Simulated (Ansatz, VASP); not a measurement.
## BiP: VASP beside Ansatz

One calculation is typed for both programs; each brings its own data sets and cutoff. How far apart do they land? The cell is invented: As first built, before any earlier steps moved the atoms (in the runner's words): it takes the AlP structure with some of its atoms replaced by other elements, volume scaled by an estimate. It may not be a known or stable phase. The cell is taken from a series of VASP runs on this material, whose earlier steps may have relaxed, scaled or displaced it; both programs get it as it stands.

Method: plane waves, with VASP 6.6.1 beside it; band structure at PBEsol, band structure at PBE, spin-orbit coupling and band structure at r2SCAN, spin-orbit coupling, in Ansatz 0.2.0.

## Step 1: The structure

Symmetry: F-43m, No. 216, cubic system. The conventional cell has a = 6.500 Å, b = 6.500 Å, c = 6.500 Å, α = 90.00°, β = 90.00°, γ = 90.00°. Bi has 4 P at 2.81 Å nearest. Nearest to P lie 4 Bi at 2.81 Å. As first built, before any earlier steps moved the atoms (in the runner's words): sites of the AlP structure (space group 216) filled with other elements, volume scaled by an estimate. Farther neighbours are not listed.

## Step 2: Ansatz: band structure, PBEsol

Ansatz runs on its default PAW (the set named soft_2) files.

With cell and atoms fixed, the geometry can't cause a difference; cores, projectors, grids and the points listed under the comparison can.

File input.yaml:

```yaml
crystal:
  lattice:
    - [0.0, 3.2501367134, 3.2501367134]
    - [3.2501367134, 0.0, 3.2501367134]
    - [3.2501367134, 3.2501367134, 0.0]
  atoms:
    - { symbol: Bi, position: [0.0, 0.0, 0.0] }
    - { symbol: P, position: [0.25, 0.25, 0.25] }
hamiltonian:
  xc: pbesol
  pseudopotentials: { kind: paw }
kpoints:
  mp_grid: { grid: [4, 4, 4] }
  band_path:
    path:
      - [0.0, 0.0, 0.0]
      - [0.16667, 0.0, 0.16667]
      - [0.33333, 0.0, 0.33333]
      - [0.5, 0.0, 0.5]
      - [0.5, 0.08333, 0.58333]
      - [0.5, 0.18333, 0.68333]
      - [0.5, 0.25, 0.75]
      - [0.45, 0.3, 0.75]
      - [0.40833, 0.34167, 0.75]
      - [0.35, 0.35, 0.7]
      - [0.225, 0.225, 0.45]
      - [0.075, 0.075, 0.15]
      - [0.03333, 0.03333, 0.03333]
      - [0.23333, 0.23333, 0.23333]
      - [0.4, 0.4, 0.4]
      - [0.51667, 0.46667, 0.51667]
      - [0.55833, 0.38333, 0.55833]
      - [0.60833, 0.28333, 0.60833]
      - [0.60833, 0.25, 0.64167]
      - [0.55833, 0.25, 0.69167]
      - [0.51667, 0.25, 0.73333]
      - [0.5, 0.3, 0.7]
      - [0.5, 0.38333, 0.61667]
      - [0.5, 0.48333, 0.51667]
      - [0.475, 0.475, 0.55]
      - [0.425, 0.425, 0.65]
      - [0.38333, 0.38333, 0.73333]
      - [0.59167, 0.18333, 0.59167]
      - [0.55, 0.1, 0.55]
      - [0.5, 0.0, 0.5]
    npoints: 1
scf:
  occupations: { method: gaussian, width: 0.02 }
  n_extra_bands: 7
output:
  forces: true
  stress: true
  eigenvalues: true
```

Run with:

```
ansatz run input.yaml --threads 2 --pin off --max-ram 4608MiB --backend cpu --events-out ev --progress --plain --runs-dir out
```

Numbers of over 12 decimals in the logs are rounded to 6 here.

Log:

```text
scf.n_extra_bands = 7 over 10 filled bands (N_el = 20.0): the run solves 17 bands
Engine: ansatz 0.2.0, aarch64-unknown-linux-gnu
Pseudopotentials: kind: paw
Pseudopotential: Bi, paw, valence charge 15, recommended cutoff 420 eV (normal), Bi.paw.azcp
Pseudopotential: P, paw, valence charge 5, recommended cutoff 420 eV (normal), P.paw.azcp
Functional definition: PBEsol
  exchange = pbesol_x
  correlation = pbesol_c
Crystal: 2 atoms, lattice volume = 68.665 Å³
Basis set: ecut = 420 eV, 1363 PW (Γ), exchange–correlation on 64×64×64 points (8 copies of the dense FFT grid, shifted against one another)
Bands: 17, of which v1, the nominal top of the filled ones, is band 10 counted from 1 (9 counted from 0)
Symmetry: 24 space group operations
Space group: F-43m (ITA 216), of the structure as read, at distance tolerance 4.1e-5 Å
k-points: 8 of 64 (time reversal used)
Non-local potential: Bi, projectors of the file, l = 0: 2, l = 1: 2, l = 2: 2, l = 3: 2
Non-local potential: P, projectors of the file, l = 0: 2, l = 1: 2, l = 2: 2
PAW form: soft (Blöchl's): semilocal exchange-correlation on the pseudo side does not see the compensation charge
PAW frozen core: Bi, regenerated for the run's functional, and the local potential with it (the file was generated under x = pbe(κ = 0.804, μ = 0.219515), c = pbe(β = 0.066725))
PAW frozen core: P, regenerated for the run's functional, and the local potential with it (the file was generated under x = pbe(κ = 0.804, μ = 0.219515), c = pbe(β = 0.066725))
PAW one-centre angular grid: Bi, 590 points (default); XC on 64 Gauss nodes
PAW one-centre angular grid: P, 110 points (default); XC on 64 Gauss nodes
Initial density: superposition of atomic densities (neutral atoms: chi_scale 0, normalization atom), corrected by the library's trained network
Initial wavefunctions: pseudopotential atomic-orbital guess
Functional: x = pbesol(κ = 0.804, μ = 0.123457), c = pbesol(β = 0.046)
SCF iter   1: F=—  HF=-12981.329207 eV  |F-HF|=—  |Δ(HF+E_count)|=         —  Δρ=4.12e-3  dr2=2.85e-2  ethr=1.77e-3  ⟨swp⟩=7.5  Hψ=832  notcnv=0
preconditioner: auto → LDOS  [insulator: Δε(μ)=0.531 eV  Ē_g=10.768 eV  σ=0.020 eV  W_gap=0.50  n_scr=14 (ndim 8)  ℏωp=14.2 eV  f_vac=0.029  D(μ)=5.29/eV (n_scr^D=58)  ε∞_Penn≈2.7  β→1.0]
SCF iter   2: F=—  HF=-12981.320271 eV  |F-HF|=—  |Δ(HF+E_count)|=   8.94e-3  Δρ=1.65e-3  dr2=4.52e-3  ethr=1.43e-4  ⟨swp⟩=2.4  Hψ=256  notcnv=0  defer=19
SCF iter   3: F=—  HF=-12981.321023 eV  |F-HF|=—  |Δ(HF+E_count)|=   7.52e-4  Δρ=6.48e-4  dr2=4.56e-4  ethr=2.26e-5  ⟨swp⟩=2.5  Hψ=185  notcnv=0  defer=19
SCF iter   4: F=—  HF=-12981.321215 eV  |F-HF|=—  |Δ(HF+E_count)|=   1.92e-4  Δρ=3.49e-4  dr2=1.33e-4  ethr=2.28e-6  ⟨swp⟩=2.0  Hψ=214  notcnv=0  defer=19
SCF iter   5: F=—  HF=-12981.321225 eV  |F-HF|=—  |Δ(HF+E_count)|=   9.67e-6  Δρ=9.07e-5  dr2=6.53e-6  ethr=6.63e-7  ⟨swp⟩=2.0  Hψ=195  notcnv=0  defer=19
SCF iter   6: F=—  HF=-12981.321242 eV  |F-HF|=—  |Δ(HF+E_count)|=   1.75e-5  Δρ=1.92e-5  dr2=2.58e-7  ethr=3.27e-8  ⟨swp⟩=2.0  Hψ=198  notcnv=0  defer=19
SCF iter   7: F=-12981.321243 eV  HF=-12981.321243 eV  |F-HF|=8.04e-10  |Δ(HF+E_count)|=   5.73e-7  Δρ=2.86e-6  dr2=7.58e-9  ethr=5.00e-10  ⟨swp⟩=10.4  Hψ=723  notcnv=0
SCF 1 converged in 7 iterations: F = -12981.321243 eV  dr2 = 7.58e-9
  greatest PAW one-centre occupation: 0.988 electrons in one spin orbital (limit 2), on the Bi atom at site 0 (counted from 0), in its partial waves of l = 2
NSCF: frozen V_eff on 30 k-points
SCF converged after 7 iterations
Free energy (F): -12981.321243 eV
Harris-Foulkes:  -12981.321243 eV  (|F-HF|=8.04e-10)
Internal energy: -12981.320185 eV  (E = F + TS)
E sigma→0 (E₀):  -12981.320714 eV
Entropy (-TS):   -0.001058 eV (-0.529 meV/atom)
Fermi energy:    5.964216 eV
--- Per-component energies (eV) ---
  E_band       = -164.079303
  E_kinetic    = 368.122514
  E_local      = -1909.761265  (includes V_loc(G=0)·N_el)
  E_nonlocal   = 596.752449
  E_hartree    = 638.703001
  E_xc         = -209.178882
  E_vxc        = -201.982049  (∫ρ·V_xc dr)
  E_paw        = -11063.288082  (= ΣΔE_a)
  E_vpaw       = -294.617620  (= ΣTr[D̂ρ^β])
  E_aug_tail   = -0.000458  (compensation charges beyond the density's cutoff)
  E_ewald      = -1402.805310
  E_core_change = 0.135848  (= ΣΔE_core)
  E_smearing   = -0.001058  (= −TS)
  E_closure    = 0.000000  (closes the sum)
  Σ components = -12981.321243   (vs F -12981.321243, Δ=0.00e0)
--- Forces (eV/Å), atoms counted from 1 ---
  atom   1  Bi    -0.00000000    -0.00000000    -0.00000000
  atom   2  P      0.00000000     0.00000000     0.00000000
  max |Σ_I F_I| component: 7.40e-16 eV/Å
--- Stress (GPa, compression-positive) ---
       -2.768019      -0.000000      -0.000000
        0.000000      -2.768019       0.000000
       -0.000000       0.000000      -2.768019
  P = ⅓ Tr σ = -2.7680 GPa (-27.680 kbar)
--- Band table (eV; the first three rows and the last of 8) ---
  k-point 0: bands = [... 6 lower, -0.1511, 4.3202, 4.3202, 4.3202, 6.9557, 6.9557, 6.9557, 10.1591, ... 3 higher]
  k-point 1: bands = [... 6 lower, -1.4988, 3.8279, 3.8279, 3.9594, 7.6552, 7.6552, 8.0062, 11.8077, ... 3 higher]
  k-point 2: bands = [... 6 lower, -2.8834, 3.4832, 3.4832, 3.5439, 8.0297, 8.0297, 10.0305, 12.0764, ... 3 higher]
  k-point 7: bands = [... 6 lower, -3.8240, 2.1296, 2.2026, 6.4088, 7.5364, 8.4286, 9.6086, 11.9524, ... 3 higher]
```

Run time: 1.8 s. Hardware: 2 threads of Arm Neoverse V2, shared host; peak memory 0.3 GiB.

In the SCF lines HF is the Harris–Foulkes energy and dr2 the Hartree energy of the density residual, in eV; the loop may stop once dr2 is under the threshold and the program's other checks hold. Hψ counts applications of the Hamiltonian.

## Step 3: VASP: band structure, PBEsol

The same cell, functional, mesh and smearing now go to VASP, with its own data sets and cutoff.

Lines of VASP's logs that name or quote its potential files are left out, and so is its time.

File INCAR:

```
SYSTEM = BiP
PREC = Accurate
ENCUT = 400
EDIFF = 1E-06
NELM = 100
ISMEAR = 0
SIGMA = 0.02
LREAL = .FALSE.
ALGO = Normal
GGA = PS
NBANDS = 22
LORBIT = 11
LWAVE = .FALSE.
LCHARG = .FALSE.
KPAR = 4
```

File POSCAR:

```
BiP
1.0
    0.0000000000      3.2501367134      3.2501367134
    3.2501367134      0.0000000000      3.2501367134
    3.2501367134      3.2501367134      0.0000000000
Bi P
1 1
Direct
    0.0000000000      0.0000000000      0.0000000000
    0.2500000000      0.2500000000      0.2500000000
```

File KPOINTS:

```
Automatic mesh
0
Gamma
4 4 4
0 0 0
```

File KPOINTS_OPT:

```
Line mode
16
Line-mode
Reciprocal
  0.00000000   0.00000000   0.00000000 GAMMA
  0.50000000   0.00000000   0.50000000 X

  0.50000000   0.00000000   0.50000000 X
  0.50000000   0.25000000   0.75000000 W

  0.50000000   0.25000000   0.75000000 W
  0.37500000   0.37500000   0.75000000 K

  0.37500000   0.37500000   0.75000000 K
  0.00000000   0.00000000   0.00000000 GAMMA

  0.00000000   0.00000000   0.00000000 GAMMA
  0.50000000   0.50000000   0.50000000 L

  0.50000000   0.50000000   0.50000000 L
  0.62500000   0.25000000   0.62500000 U

  0.62500000   0.25000000   0.62500000 U
  0.50000000   0.25000000   0.75000000 W

  0.50000000   0.25000000   0.75000000 W
  0.50000000   0.50000000   0.50000000 L

  0.50000000   0.50000000   0.50000000 L
  0.37500000   0.37500000   0.75000000 K

  0.62500000   0.25000000   0.62500000 U
  0.50000000   0.00000000   0.50000000 X
```

The projector-augmented-wave data sets are Bi_d and P (PBE family, release 64).

Run with:

```
mpirun -np 4 vasp_std
```

Log:

```text
[banner, memory and clock lines left out]
running    4 mpi-ranks, on    1 nodes
 distrk:  each k-point on    1 cores,    4 groups
 distr:  one band on    1 cores,    1 groups

 POSCAR found type information on POSCAR BiP
 POSCAR found :  2 types and       2 ions
|                                                                             |
|               ----> ADVICE to this user running VASP <----                  |
|                                                                             |
|     You enforced a specific xc type in the INCAR file but a different       |
|     [... a line on the potential file left out ...]
|     I HOPE YOU KNOW WHAT YOU ARE DOING!                                     |
|                                                                             |

 LDA part: xc-table for (Slater+PW92), standard interpolation
 POSCAR, INCAR and KPOINTS ok, starting setup
 FFT: planning ... GRIDC
 FFT: planning ... GRID_SOFT
 FFT: planning ... GRID
 WAVECAR not read
 entering main loop
       N       E                     dE             d eps       ncg     rms          rms(c)
DAV:   1     0.144241394191E+03    0.14424E+03   -0.80572E+03   360   0.710E+02
DAV:   2     0.202067459494E+01   -0.14222E+03   -0.13671E+03   396   0.240E+02
DAV:   3    -0.932888489157E+01   -0.11350E+02   -0.11293E+02   430   0.721E+01
DAV:   4    -0.960704221943E+01   -0.27816E+00   -0.27799E+00   432   0.126E+01
DAV:   5    -0.961838414006E+01   -0.11342E-01   -0.11341E-01   510   0.229E+00    0.321E+00
DAV:   6    -0.934350218649E+01    0.27488E+00   -0.10519E+00   574   0.405E+00    0.198E+00
DAV:   7    -0.934154562777E+01    0.19566E-02   -0.64004E-02   424   0.109E+00    0.114E+00
DAV:   8    -0.933802838344E+01    0.35172E-02   -0.11684E-02   442   0.593E-01    0.153E-01
DAV:   9    -0.933764741141E+01    0.38097E-03   -0.20782E-03   526   0.233E-01    0.935E-02
DAV:  10    -0.933773290084E+01   -0.85489E-04   -0.35980E-04   430   0.103E-01    0.522E-02
DAV:  11    -0.933770046498E+01    0.32436E-04   -0.11119E-04   484   0.654E-02    0.656E-03
DAV:  12    -0.933770151331E+01   -0.10483E-05   -0.95969E-06   430   0.155E-02    0.300E-03
DAV:  13    -0.933770157361E+01   -0.60303E-07   -0.25893E-07   328   0.260E-03
   1 F= -.93377016E+01 E0= -.93371726E+01  d E =-.105786E-02
 Start KPOINTS_OPT (optional k-point list driver)
k-point batch [1-8\160]
       N       E                     dE             ncg
DAV:   1    -0.278892159916E+03   -0.92921E+03      360
DAV:   2    -0.149198542913E+04   -0.12131E+04      400
DAV:   3    -0.159009322691E+04   -0.98108E+02      406
DAV:   4    -0.159264600193E+04   -0.25528E+01      456
DAV:   5    -0.159274843232E+04   -0.10243E+00      468
DAV:   6    -0.159275195183E+04   -0.35195E-02      496
DAV:   7    -0.159275203973E+04   -0.87901E-04      484
DAV:   8    -0.159275204257E+04   -0.28346E-05      360
DAV:   9    -0.159275204268E+04   -0.10815E-06      290
[...]
k-point batch [153-160\160]
       N       E                     dE             ncg
DAV:   1    -0.432728335755E+03   -0.49628E+04      352
DAV:   2    -0.155277871251E+04   -0.11201E+04      378
DAV:   3    -0.164475127515E+04   -0.91973E+02      428
DAV:   4    -0.164715826160E+04   -0.24070E+01      432
DAV:   5    -0.164725686990E+04   -0.98608E-01      524
DAV:   6    -0.164725974693E+04   -0.28770E-02      476
DAV:   7    -0.164725977793E+04   -0.31001E-04      524
DAV:   8    -0.164725977832E+04   -0.38879E-06      332
```

OUTCAR, selected parts (step 3):

```text
ion  position               nearest neighbor table
   1  0.000  0.000  0.000-   2 2.81   2 2.81   2 2.81   2 2.81
   2  0.250  0.250  0.250-   1 2.81   1 2.81   1 2.81   1 2.81

  LATTYP: Found a face centered cubic cell.
 ALAT       =     6.5002734268

 Subroutine GETGRP returns: Found 24 space group operations
 (whereof 24 operations were pure point group operations)

The static configuration has the point symmetry T_d .

 Found      8 irreducible k-points:

   k-points           NKPTS =      8   k-points in BZ     NKDIM =      8   number of bands    NBANDS=     22

   dimension x,y,z NGX =    30 NGY =   30 NGZ =   30
   dimension x,y,z NGXF=    60 NGYF=   60 NGZF=   60

   ENCUT  =  400.0 eV  29.40 Ry    5.42 a.u.   7.50  7.50  7.50*2*pi/ulx,y,z

   NELECT =      20.0000    total number of electrons

 k-points in reciprocal lattice and weights: Automatic mesh
   0.00000000  0.00000000  0.00000000       0.016
   0.25000000  0.00000000  0.00000000       0.125
   0.50000000  0.00000000  0.00000000       0.062
   0.25000000  0.25000000  0.00000000       0.094
   0.50000000  0.25000000  0.00000000       0.375
  -0.25000000  0.25000000  0.00000000       0.188
   0.50000000  0.50000000  0.00000000       0.047
  -0.25000000  0.50000000  0.25000000       0.094

 average (electrostatic) potential at core
       1-106.8285       2 -84.5455

 E-fermi :   3.9380

 k-point     1 :       0.0000    0.0000    0.0000
  band No.  band energies     occupation
    ...
      6      -8.8969      2.00000
      7      -2.1852      2.00000
      8       2.2955      2.00000
      9       2.2955      2.00000
     10       2.2955      2.00000
     11       4.9296      0.00000
     12       4.9296      0.00000
     13       4.9296      0.00000
     14       8.1291      0.00000
     15      11.3541      0.00000
    ...

 k-point     2 :       0.2500    0.0000    0.0000
  band No.  band energies     occupation
    ...
      6      -8.4409      2.00000
      7      -3.5309      2.00000
      8       1.8025      2.00000
      9       1.8025      2.00000
     10       1.9315      2.00000
     11       5.6299      0.00000
     12       5.6299      0.00000
     13       5.9815      0.00000
     14       9.7810      0.00000
     15      10.5784      0.00000
    ...

 k-point     3 :       0.5000    0.0000    0.0000
  band No.  band energies     occupation
    ...
      6      -7.7337      2.00000
      7      -4.9134      2.00000
      8       1.4575      2.00000
      9       1.4575      2.00000
     10       1.5149      2.00000
     11       6.0051      0.00000
     12       6.0051      0.00000
     13       8.0059      0.00000
     14      10.0513      0.00000
     15      11.3709      0.00000
    ...

  Total       -1.1972876     -1.1972876     -1.1972876      0.0000000     -0.0000000     -0.0000000
  in kB      -27.9366406    -27.9366406    -27.9366406      0.0000000     -0.0000000     -0.0000000
  external PRESSURE =     -27.9366406 kB  Pullay stress =       0.0000000 kB

  energy-cutoff  :      400.00
  volume of cell :       68.66
      direct lattice vectors                 reciprocal lattice vectors
     0.000000000  3.250136713  3.250136713    -0.153839682  0.153839682  0.153839682
     3.250136713  0.000000000  3.250136713     0.153839682 -0.153839682  0.153839682
     3.250136713  3.250136713  0.000000000     0.153839682  0.153839682 -0.153839682

 POSITION                                       TOTAL-FORCE (eV/Angst)
 -----------------------------------------------------------------------------------
      0.00000      0.00000      0.00000         0.000000      0.000000      0.000000
      1.62507      1.62507      1.62507        -0.000000     -0.000000     -0.000000
 -----------------------------------------------------------------------------------
    total drift:                                0.000000      0.000000      0.000000

  FREE ENERGIE OF THE ION-ELECTRON SYSTEM (eV)
  ---------------------------------------------------
  free  energy   TOTEN  =        -9.3377015736 eV

  energy  without entropy=       -9.3366437181  energy(sigma->0) =       -9.33717265

 total charge
# of ion       s       p       d       tot
------------------------------------------
    1        1.572   1.198   9.933  12.702
    2        1.113   1.295   0.000   2.408
--------------------------------------------------
tot          2.685   2.493   9.933  15.111

[... 3 further parts left out ...]
```

Spin-orbit coupling is off here; with elements this heavy it splits and shifts levels by tenths of an eV or more. At this level the cell is under a tension of 2.8 GPa, so at these settings it is away from equilibrium.

## Step 4: Side by side

Known differences besides the potentials themselves: the cutoff is 420 eV in Ansatz and 400 eV in VASP; Ansatz makes its cores anew for this functional, VASP keeps those of its PBE data sets; VASP leaves aspherical gradient terms in its spheres out (LASPH is not set), Ansatz keeps them. Total energies have different zeros and are not compared.

Compared:

```csv
quantity,Ansatz,VASP,difference
pressure (GPa),-2.77,-2.79,+0.03
```

Levels from 3 eV below to 2 eV above the Fermi level differ by 1 meV r.m.s. and 3 meV at most; each VASP level is matched to the nearest of Ansatz, which flatters the figure a little. Ansatz's pressure holds a Pulay correction of 0.02 GPa; VASP's holds none.

(Part 1 of 2 ends here.)

[Lines on the potential files, build, host, timing and source positions are cut from VASP's logs without a mark.]

[Logs are printed without paths, hosts, clocks, repeated set-up lines and the standing remarks that a program may print on its own settings, such as how far it seeks lower states.]

[Hosts, paths, dates, database ids (printed as entryN), source tags and the programs' standing remarks are cut or masked in the printed files.]
